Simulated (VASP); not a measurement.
Level of theory: LDA (Ceperley-Alder, Perdew-Zunger), VASP's LDA PAW potentials (set 64) (plane waves; VASP).

VASP input:

INCAR:
```
# general
SYSTEM   =  TiB2
PREC     =  Accurate
ENCUT    =  620
LREAL    =  .FALSE.
LASPH    =  .TRUE.

# electronic loop
EDIFF    =  1E-6
NELM     =  100
ALGO     =  Normal
LMAXMIX  =  4

# smearing
ISMEAR   =  1
SIGMA    =  0.1

# ions
IBRION   =  2
NSW      =  40
ISIF     =  3
EDIFFG   =  -0.02
PSTRESS  =  50

# output
LWAVE    =  .FALSE.
LCHARG   =  .FALSE.
```

**POSCAR**
```
TiB2
1
    1.4902827326    -2.5812454364     0.0000000000
    1.4902827326     2.5812454364    -0.0000000000
   -0.0000000000     0.0000000000     3.1388880137
Ti B
1 2
Direct
  0.0000000000   0.0000000000   1.0000000000
  0.3333330000   0.6666670000   0.5000000000
  0.6666670000   0.3333330000   0.5000000000
```

KPOINTS:
```
Automatic mesh
0
Gamma
12 12 10
0 0 0
```

POTCAR, in this order: Ti_sv B (LDA.64 set). Program: vasp_std.

What VASP printed:

### OSZICAR
```
       N       E                     dE             d eps       ncg     rms          rms(c)
DAV:   1     0.137962910033E+03    0.13796E+03   -0.10456E+04  2964   0.181E+03
DAV:   2    -0.216815699649E+02   -0.15964E+03   -0.15530E+03  3024   0.424E+02
DAV:   3    -0.318774303938E+02   -0.10196E+02   -0.99643E+01  4276   0.998E+01
DAV:   4    -0.322243934345E+02   -0.34696E+00   -0.34680E+00  3846   0.168E+01
DAV:   5    -0.322333305727E+02   -0.89371E-02   -0.89368E-02  4258   0.234E+00    0.178E+01
DAV:   6    -0.268840712508E+02    0.53493E+01   -0.26099E+01  3892   0.618E+01    0.397E+00
DAV:   7    -0.269160555336E+02   -0.31984E-01   -0.16845E+00  3281   0.158E+01    0.361E+00
DAV:   8    -0.269210448267E+02   -0.49893E-02   -0.15162E-01  4382   0.350E+00    0.727E-01
DAV:   9    -0.269170156837E+02    0.40291E-02   -0.54724E-02  3949   0.327E+00    0.289E-01
DAV:  10    -0.269162990072E+02    0.71668E-03   -0.57616E-03  3786   0.110E+00    0.808E-02
DAV:  11    -0.269162611906E+02    0.37817E-04   -0.21041E-04  4019   0.182E-01    0.598E-02
DAV:  12    -0.269162440054E+02    0.17185E-04   -0.11461E-04  3794   0.143E-01    0.108E-02
DAV:  13    -0.269162428899E+02    0.11155E-05   -0.14027E-05  3736   0.528E-02    0.388E-03
DAV:  14    -0.269162427431E+02    0.14682E-06   -0.46120E-07  1712   0.100E-02
   1 F= -.26162604E+02 E0= -.26162379E+02  d E =-.261626E+02
```

OUTCAR:
```
------------------------ aborting loop because EDIFF is reached ----------------------------------------
  FORCE on cell =-STRESS in cart. coord.  units (eV):
  Direction    XX          YY          ZZ          XY          YZ          ZX
  --------------------------------------------------------------------------------------
  Total        0.7575057      0.7575057      0.7384036      0.0000000      0.0000000      0.0000000
  in kB       50.2565544     50.2565554     48.9892272      0.0000000      0.0000000      0.0000000
  external PRESSURE =      -0.1658876 kB  Pullay stress =      50.0000000 kB
  volume of cell :       24.15
      direct lattice vectors                 reciprocal lattice vectors
     1.490282733 -2.581245436  0.000000000     0.335506806 -0.193704943  0.000000000
     1.490282733  2.581245436  0.000000000     0.335506806  0.193704943  0.000000000
     0.000000000  0.000000000  3.138888014     0.000000000  0.000000000  0.318584160
 POSITION                                       TOTAL-FORCE (eV/Angst)
 -----------------------------------------------------------------------------------
      0.00000      0.00000      0.00000        -0.000000      0.000000      0.000000
      1.49028      0.86042      1.56944        -0.000000     -0.000000      0.000000
      1.49028     -0.86042      1.56944         0.000000      0.000000     -0.000000
 -----------------------------------------------------------------------------------
    total drift:                                0.000000     -0.000000      0.000000
  FREE ENERGIE OF THE ION-ELECTRON SYSTEM (eV)
  ---------------------------------------------------
  free  energy   TOTEN  =       -26.9162427431 eV

  energy  without entropy=      -26.9155678229  energy(sigma->0) =      -26.91601777
  enthalpy is  TOTEN    =       -26.1626040117 eV   P V=        0.7536387314

 reached required accuracy - stopping structural energy minimisation
```
(Selected blocks of OUTCAR.)

The compound is TiB2 in the AlB2 type structure. It was relaxed first under an external pressure of 5 GPa.
